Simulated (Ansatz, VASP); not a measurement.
# Cross-check of InSe between VASP and Ansatz

Wanted: the spread between two codes on one cell, functional and k mesh. The cell is taken from a series of runs on this material, whose earlier steps may have relaxed, scaled, displaced or heated it; both programs get it as it stands.

Main program and level: Ansatz 0.2.0; plane waves, with VASP 6.6.1 beside it; G0W0 gap at LDA.

**1. Set-up**

The structure is trigonal, space group R3m (No. 160). The conventional cell has a = 4.000 Å, b = 4.000 Å, c = 25.320 Å, α = 90.00°, β = 90.00°, γ = 120.00°. Nearest to In lie 3 Se at 2.64 Å and 1 In at 2.82 Å. In has 3 Se at 2.63 Å and 1 In at 2.82 Å nearest. Nearest to Se lie 3 In at 2.64 Å. Nearest to Se lie 3 In at 2.63 Å. Farther neighbours and most contacts between anions are not listed.

**2. VASP: G0W0 gap, LDA**

Quasiparticle shifts depend on high empty states and on the cores, so they are the hardest test of two PAW sets.

Lines of VASP's logs that name or quote its potential files are left out, and so is its time.

The run reads the wave functions of an earlier VASP run, which isn't shown here.

Contents of INCAR:

```
SYSTEM = InSe
PREC = Accurate
ENCUT = 300
ISMEAR = 0
SIGMA = 0.01
LREAL = .FALSE.
GGA = CA
NBANDS = 368
ALGO = EVGW0
NELMGW = 1
ENCUTGW = 120
NOMEGA = 64
PRECFOCK = Fast
NBANDSGW = 32
LWAVE = .FALSE.
LCHARG = .FALSE.
```

Contents of POSCAR:

```
InSe
1.0
    2.0000000000      1.1547005384      8.4400000000
   -2.0000000000      1.1547005384      8.4400000000
    0.0000000000     -2.3094010768      8.4400000000
In Se
2 2
Direct
    0.0000000000      0.0000000000      0.0000000000
    0.1114000000      0.1114000000      0.1114000000
    0.6165000000      0.6165000000      0.6165000000
    0.8281000000      0.8281000000      0.8281000000
```

Contents of KPOINTS:

```
Automatic mesh
0
Gamma
4 4 4
0 0 0
```

Potentials, in the order of the species: In_d_GW and Se_GW (LDA family, release 64).

Run with:

```console
$ mpirun -np 8 vasp_std
```

Numbers of over 12 decimals in the logs are rounded to 6 here.

The program printed:

```text
[banner, memory and clock lines left out]
running    8 mpi-ranks, on    1 nodes
 distrk:  each k-point on    8 cores,    1 groups
 distr:  one band on    1 cores,    8 groups

 POSCAR found type information on POSCAR InSe
 POSCAR found :  2 types and       4 ions
|                                                                             |
|           W    W    AA    RRRRR   N    N  II  N    N   GGGG   !!!           |
|           W    W   A  A   R    R  NN   N  II  NN   N  G    G  !!!           |
|           W    W  A    A  R    R  N N  N  II  N N  N  G       !!!           |
|           W WW W  AAAAAA  RRRRR   N  N N  II  N  N N  G  GGG   !            |
|           WW  WW  A    A  R   R   N   NN  II  N   NN  G    G                |
|           W    W  A    A  R    R  N    N  II  N    N   GGGG   !!!           |
|                                                                             |
|     For optimal performance we recommend to set                             |
|       NCORE = 2 up to number-of-cores-per-socket                            |
|     NCORE specifies how many cores store one orbital (NPAR=cpu/NCORE).      |
|     This setting can greatly improve the performance of VASP for DFT.       |
|     The default, NCORE=1 might be grossly inefficient on modern             |
|     multi-core architectures or massively parallel machines. Do your        |
|     Unfortunately you need to use the default for GW and RPA                |
|     calculations (for HF NCORE is supported but not extensively tested      |
|     yet).                                                                   |
|                                                                             |

|                                                                             |
|           W    W    AA    RRRRR   N    N  II  N    N   GGGG   !!!           |
|           W    W   A  A   R    R  NN   N  II  NN   N  G    G  !!!           |
|           W    W  A    A  R    R  N N  N  II  N N  N  G       !!!           |
|           W WW W  AAAAAA  RRRRR   N  N N  II  N  N N  G  GGG   !            |
|           WW  WW  A    A  R   R   N   NN  II  N   NN  G    G                |
|           W    W  A    A  R    R  N    N  II  N    N   GGGG   !!!           |
|                                                                             |
|     The default for ENCUTGWSOFT is different in this version of VASP.       |
|     please manually set ENCUTGWSOFT =120 in the INCAR file.                 |
|                                                                             |

 LDA part: xc-table for (Slater(with rela. corr.)+CA(PZ))
 , standard interpolation
 found WAVECAR, reading the header
 POSCAR, INCAR and KPOINTS ok, starting setup
 FFT: planning ... GRIDC
 FFT: planning ... GRID_SOFT
 FFT: planning ... GRID
 reading WAVECAR
 the WAVECAR file was read successfully
 initial charge from wavefunction
 available memory per node:     35.55 GB, setting MAXMEM to     36403

 The Fermi energy was updated, please check that it is located mid-gap
 values below the HOMO (VB) or above the LUMO (CB) will cause erroneous energies
 E-fermi :   3.1251

 calculate exact exchange contribution
 the WAVEDER file was read successfully
|                                                                             |
|           W    W    AA    RRRRR   N    N  II  N    N   GGGG   !!!           |
|           W    W   A  A   R    R  NN   N  II  NN   N  G    G  !!!           |
|           W    W  A    A  R    R  N N  N  II  N N  N  G       !!!           |
|           W WW W  AAAAAA  RRRRR   N  N N  II  N  N N  G  GGG   !            |
|           WW  WW  A    A  R   R   N   NN  II  N   NN  G    G                |
|           W    W  A    A  R    R  N    N  II  N    N   GGGG   !!!           |
|                                                                             |
|     Automatic setting of frequency mesh for GW failed. Frequency mesh       |
|     properly not suitable for determining QP energies. Consider             |
|     increasing number of kpoints.                                           |
|                                                                             |

energies w=
    0.000    0.000    0.169    0.000    0.337    0.000    0.505    0.000
    0.671    0.000    0.836    0.000    1.000    0.000    1.161    0.000
    1.320    0.000    1.477    0.000    1.632    0.000    1.785    0.000
    1.936    0.000    2.084    0.000    2.231    0.000    2.376    0.000
    2.519    0.000    2.662    0.000    2.803    0.000    2.943    0.000
    3.084    0.000    3.224    0.000    3.364    0.000    3.505    0.000
    3.646    0.000    3.789    0.000    3.934    0.000    4.081    0.000
    4.231    0.000    4.384    0.000    4.541    0.000    4.702    0.000
    4.868    0.000    5.040    0.000    5.219    0.000    5.406    0.000
    5.601    0.000    5.806    0.000    6.023    0.000    6.253    0.000
    6.498    0.000    6.761    0.000    7.044    0.000    7.350    0.000
    7.684    0.000    8.050    0.000    8.453    0.000    8.902    0.000
    9.404    0.000    9.971    0.000   10.620    0.000   11.367    0.000
   12.239    0.000   13.271    0.000   14.512    0.000   16.033    0.000
   17.941    0.000   20.401    0.000   23.695    0.000   28.321    0.000
   35.284    0.000   46.922    0.000   70.256    0.000  140.409    0.000
 responsefunction array rank=     368
 LDA part: xc-table for (Slater(with rela. corr.)+CA(PZ))
 , standard interpolation

 min. memory requirement per mpi rank    407.4 MB, per node   3259.3 MB

 allocating   8 responsefunctions rank=   368
 shmem allocating  64 responsefunctions rank=   368
 response function shared by NCSHMEM nodes    1
 Doing            8  frequencies on each core in blocks of           64
NQ=   1    0.0000    0.0000    0.0000,
|.........|.........|.........|.........|.........|.........|.........|.........
 performed       1154000 updates of chi_q(r,r)
 total number of BLAS operations       1217.49 Gflops
NQ=   2    0.2500   -0.0000    0.0000,
|.........|.........|.........|.........|.........|.........|.........|.........
 performed       3109000 updates of chi_q(r,r)
 total number of BLAS operations       3123.15 Gflops
NQ=   3    0.5000   -0.0000    0.0000,
|.........|.........|.........|.........|.........|.........|.........|.........
 performed       4664000 updates of chi_q(r,r)
 total number of BLAS operations       4595.56 Gflops
NQ=   4    0.2500    0.2500    0.0000,
|.........|.........|.........|.........|.........|.........|.........|.........
 performed       6619000 updates of chi_q(r,r)
 total number of BLAS operations       6567.31 Gflops
NQ=   5    0.5000    0.2500    0.0000,
|.........|.........|.........|.........|.........|.........|.........|.........
 performed       8975000 updates of chi_q(r,r)
 total number of BLAS operations       8849.97 Gflops
NQ=   6   -0.2500    0.2500    0.0000,
|.........|.........|.........|.........|.........|.........|.........|.........
 performed      11095000 updates of chi_q(r,r)
 total number of BLAS operations      10857.49 Gflops
NQ=   7    0.5000    0.5000    0.0000,
|.........|.........|.........|.........|.........|.........|.........|.........
 performed      12650000 updates of chi_q(r,r)
 total number of BLAS operations      12381.71 Gflops
NQ=   8    0.2500    0.2500    0.2500,
|.........|.........|.........|.........|.........|.........|.........|.........
 performed      13969000 updates of chi_q(r,r)
 total number of BLAS operations      13727.38 Gflops
NQ=   9    0.5000    0.2500    0.2500,
|.........|.........|.........|.........|.........|.........|.........|.........
 performed      15924000 updates of chi_q(r,r)
 total number of BLAS operations      15643.98 Gflops
NQ=  10   -0.2500    0.2500    0.2500,
|.........|.........|.........|.........|.........|.........|.........|.........
 performed      17879000 updates of chi_q(r,r)
 total number of BLAS operations      17452.62 Gflops
NQ=  11    0.5000    0.5000    0.2500,
|.........|.........|.........|.........|.........|.........|.........|.........
 performed      19834000 updates of chi_q(r,r)
 total number of BLAS operations      19380.18 Gflops
NQ=  12   -0.2500    0.5000    0.2500,
|.........|.........|.........|.........|.........|.........|.........|.........
 performed      22048000 updates of chi_q(r,r)
 total number of BLAS operations      21575.55 Gflops
NQ=  13    0.5000    0.5000    0.5000,
|.........|.........|.........|.........|.........|.........|.........|.........
 performed      23202000 updates of chi_q(r,r)
 total number of BLAS operations      22759.73 Gflops
 resolving degeneracies of screened two electron integrals

 calculate QP shifts <psi_nk| G(iteration)W_0 |psi_nk>: iteration 1
 entering main loop
```

Parts of OUTCAR (step 2):

```text
ion  position               nearest neighbor table
   1  0.000  0.000  0.000-   3 2.64   3 2.64   3 2.64   2 2.82
   2  0.111  0.111  0.111-   4 2.63   4 2.63   4 2.63   1 2.82
   3  0.617  0.617  0.617-   1 2.64   1 2.64   1 2.64
   4  0.828  0.828  0.828-   2 2.63   2 2.63   2 2.63

  LATTYP: Found a trigonal (rhomboedric) cell.
 ALAT       =     8.7502533297
 COS(alpha) =     0.8955162542

 Subroutine GETGRP returns: Found  6 space group operations
 (whereof  6 operations were pure point group operations)

The static configuration has the point symmetry C_3v.

 Found     13 irreducible k-points:

   k-points           NKPTS =     13   k-points in BZ     NKDIM =     64   number of bands    NBANDS=    368

   dimension x,y,z NGX =    50 NGY =   50 NGZ =   50
   dimension x,y,z NGXF=   100 NGYF=  100 NGZF=  100

   ENCUT  =  300.0 eV  22.05 Ry    4.70 a.u.  12.36 12.36 12.36*2*pi/ulx,y,z

   NELECT =      38.0000    total number of electrons

  energy-cutoff  :      300.00
  volume of cell :      116.95
      direct lattice vectors                 reciprocal lattice vectors
     2.000000000  1.154700538  8.440000000     0.250000000  0.144337567  0.039494471
    -2.000000000  1.154700538  8.440000000    -0.250000000  0.144337567  0.039494471
     0.000000000 -2.309401077  8.440000000     0.000000000 -0.288675135  0.039494471

 k-points in reciprocal lattice and weights: Automatic mesh
   0.00000000  0.00000000  0.00000000       0.016
   0.25000000 -0.00000000  0.00000000       0.094
   0.50000000 -0.00000000  0.00000000       0.047
   0.25000000  0.25000000  0.00000000       0.094
   0.50000000  0.25000000  0.00000000       0.188
  -0.25000000  0.25000000  0.00000000       0.094
   0.50000000  0.50000000  0.00000000       0.047
   0.25000000  0.25000000  0.25000000       0.031
   0.50000000  0.25000000  0.25000000       0.094
  -0.25000000  0.25000000  0.25000000       0.094
   0.50000000  0.50000000  0.25000000       0.094
  -0.25000000  0.50000000  0.25000000       0.094
   0.50000000  0.50000000  0.50000000       0.016

 E-fermi :   3.1251

 QP shifts <psi_nk| G(iteration)W_0 |psi_nk>: iteration 1
 for sc-GW calculations column KS-energies equals QP-energies in previous step
 and V_xc(KS)=  KS-energies - (<T + V_ion + V_H > + <T+V_H+V_ion>^1  + <V_x>^1)
 k-point   1 :       0.0000    0.0000    0.0000
  band No.  KS-energies  QP-energies   sigma(KS)   V_xc(KS)     V^pw_x(r,r')   Z            occupation Imag(sigma)
    ...
     16       1.7237       1.3238     -13.0110     -12.4588     -14.6878       0.7241       2.0000      -0.0227
     17       1.7237       1.3238     -13.0110     -12.4588     -14.6878       0.7241       2.0000      -0.0227
     18       1.8159       1.4174     -13.0430     -12.4941     -14.6670       0.7261       2.0000      -0.0252
     19       1.8159       1.4174     -13.0430     -12.4941     -14.6670       0.7261       2.0000      -0.0252
     20       4.5687       5.0019     -11.0459     -11.6237      -7.4508       0.7498       0.0000      -0.1002
     21       4.9265       5.3787      -9.7389     -10.3246      -5.8385       0.7722       0.0000      -0.1213
     22       7.3063       7.7528      -9.6976     -10.2933      -5.2195       0.7496       0.0000      -0.1128
     23       7.3063       7.7528      -9.6976     -10.2933      -5.2195       0.7496       0.0000      -0.1128
    ...

 k-point   2 :       0.2500   -0.0000    0.0000
  band No.  KS-energies  QP-energies   sigma(KS)   V_xc(KS)     V^pw_x(r,r')   Z            occupation Imag(sigma)
    ...
     16       0.9637       0.5369     -12.1816     -11.5930     -13.9178       0.7251       2.0000      -0.0170
     17       1.1219       0.6940     -12.6778     -12.0811     -14.4892       0.7170       2.0000      -0.0265
     18       1.2594       0.8356     -12.7352     -12.1482     -14.4560       0.7218       2.0000      -0.0305
     19       1.9859       1.5908     -11.8283     -11.2911     -12.9600       0.7356       2.0000      -0.0348
     20       4.8978       5.2764      -9.5321     -10.0257      -5.7651       0.7670       0.0000      -0.0959
     21       5.0867       5.5264     -10.4832     -11.0655      -6.6979       0.7550       0.0000      -0.0861
     22       6.9263       7.2755      -9.1113      -9.5726      -4.8342       0.7572       0.0000      -0.1170
     23       7.1303       7.5754      -9.9408     -10.5378      -5.5762       0.7456       0.0000      -0.1182
    ...

 k-point   3 :       0.5000   -0.0000    0.0000
  band No.  KS-energies  QP-energies   sigma(KS)   V_xc(KS)     V^pw_x(r,r')   Z            occupation Imag(sigma)
    ...
     16       0.6020       0.1862     -11.6808     -11.0948     -13.5211       0.7097       2.0000      -0.0091
     17       0.6711       0.2240     -12.5147     -11.8866     -14.4744       0.7118       2.0000      -0.0267
     18       0.7710       0.3285     -12.4888     -11.8713     -14.3385       0.7167       2.0000      -0.0330
     19       1.3145       0.8996     -11.6318     -11.0658     -12.8869       0.7330       2.0000      -0.0422
     20       4.0979       4.3947      -9.1656      -9.5483      -5.7140       0.7756       0.0000      -0.1042
     21       4.8522       5.2690     -10.4622     -11.0136      -6.6795       0.7560       0.0000      -0.0873
     22       6.5213       6.8433      -9.1495      -9.5755      -5.0052       0.7557       0.0000      -0.1169
     23       6.8877       7.2342      -9.4008      -9.8582      -5.2094       0.7575       0.0000      -0.1069
    ...

 k-point   4 :       0.2500    0.2500    0.0000
  band No.  KS-energies  QP-energies   sigma(KS)   V_xc(KS)     V^pw_x(r,r')   Z            occupation Imag(sigma)
    ...
     16       0.8114       0.3749     -12.0555     -11.4517     -13.8369       0.7230       2.0000      -0.0176
     17       1.0318       0.6013     -12.5880     -11.9871     -14.4108       0.7164       2.0000      -0.0268
     18       1.3610       0.9408     -12.8465     -12.2646     -14.5567       0.7221       2.0000      -0.0303
     19       2.2051       1.8242     -11.9833     -11.4677     -13.0117       0.7389       2.0000      -0.0377
     20       4.6941       5.1321     -10.3362     -10.9094      -6.7157       0.7640       0.0000      -0.0808
     21       5.1161       5.4877      -9.5752     -10.0628      -5.7304       0.7620       0.0000      -0.0981
     22       6.9721       7.3616      -9.4747      -9.9928      -5.1856       0.7519       0.0000      -0.1144
     23       7.2421       7.6582      -9.7025     -10.2607      -5.2802       0.7455       0.0000      -0.1245
    ...

[... 4 further parts left out ...]
```

(Part 1 of 2 ends here.)

[Lines on the potential files, build, host, timing and source positions are cut from VASP's logs without a mark.]

[Logs are printed without paths, hosts, clocks, repeated set-up lines and the standing remarks that a program may print on its own settings, such as how far it seeks lower states.]

[Hosts, paths, dates, database ids (printed as entryN), source tags and the programs' standing remarks are cut or masked in the printed files.]
